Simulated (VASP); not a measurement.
The system is NaLaMnMoO6.

```
CELL_PARAMETERS angstrom
4.97775 -2.88146 0.02055
4.97775 2.88146 0.02055
-3.06086 0.00000 4.59785
ATOMIC_POSITIONS crystal
Na 0.99482 0.99482 0.49994
La 0.75307 0.75307 0.78825
Mn 0.25016 0.25016 0.19811
Mo 0.49867 0.49867 0.99722
O 0.30338 0.30338 0.61396
O 0.32902 0.82850 0.87649
O 0.19558 0.63630 0.15354
O 0.63630 0.19558 0.15354
O 0.82850 0.32902 0.87649
O 0.71050 0.71050 0.34246
```

The cell was built by a generator and needn't be a form met in nature.

```yaml
Program: VASP 6.6.1
Task: relaxation of cell and atoms
Functional: PBE
Dispersion: D2
Potentials_or_basis: VASP PAW PBE potentials, release 64 (Na_pv, La, Mn_pv, Mo_sv, O)
Cutoff: 600 eV
k_mesh: 6 × 6 × 6
Occupations: fermi-dirac, width 0.05 eV
Spin: collinear spin, ferromagnetic start
Starting_moments: "[0.0, 0.0, 4.0, 1.0, 0.0, 0.0, 0.0, 0.0, 0.0, 0.0] μB"
```

At the start: pressure -5.8 GPa; volume 13.23 Å³/atom.

**Question.** How do energy, volume and symmetry change on relaxing?

**Answer.** Over 23 steps the energy falls by 24.2 meV/atom and the volume is 12.29 Å³/atom (-7.1 %); space group Cm (No. 8, to 0.05 Å); moment 5.00 μB per cell.

The path:
```csv
step,energy change (eV),largest force (eV/Å),pressure (GPa),volume (Å³)
1,0.0000,0.3447,-5.79,132.26
2,-0.0164,1.2263,6.43,123.32
3,-0.0954,0.6274,0.18,127.46
4,-0.1435,0.3881,0.13,125.73
5,-0.1455,0.4261,0.17,125.28
6,-0.1765,0.2937,-0.08,124.69
7,-0.1911,0.5443,-0.32,123.90
8,-0.2127,0.2518,0.25,123.26
9,-0.2199,0.2780,0.88,122.62
10,-0.2296,0.1852,-0.24,123.08
11,-0.2300,0.1792,-0.52,123.20
12,-0.2349,0.1311,0.03,122.91
13,-0.2355,0.1502,0.29,122.77
14,-0.2389,0.0779,0.04,122.88
15,-0.2395,0.1215,-0.10,122.94
16,-0.2408,0.0463,0.03,122.86
17,-0.2410,0.0516,0.09,122.82
18,-0.2415,0.0401,-0.07,122.90
19,-0.2416,0.0499,-0.21,122.97
20,-0.2419,0.0318,-0.07,122.91
21,-0.2420,0.0218,0.06,122.85
22,-0.2420,0.0212,0.07,122.84
23,-0.2421,0.0155,0.04,122.87
```

Final structure:
```
Na La Mn Mo O
1.0
     4.83340   -2.85355   -0.11728
     4.83340    2.85355   -0.11728
    -3.09963    0.00000    4.52955
Na La Mn Mo O
1 1 1 1 6
Direct
  0.00725 0.00725 0.50402
  0.75338 0.75338 0.77834
  0.24809 0.24809 0.20143
  0.49837 0.49837 0.99680
  0.28399 0.28399 0.60238
  0.31698 0.82413 0.86916
  0.20233 0.63945 0.16604
  0.63945 0.20233 0.16604
  0.82413 0.31698 0.86916
  0.72601 0.72601 0.34662
```

Caveat: a cell with one magnetic atom can't hold antiferromagnetic order, which such compounds often take.
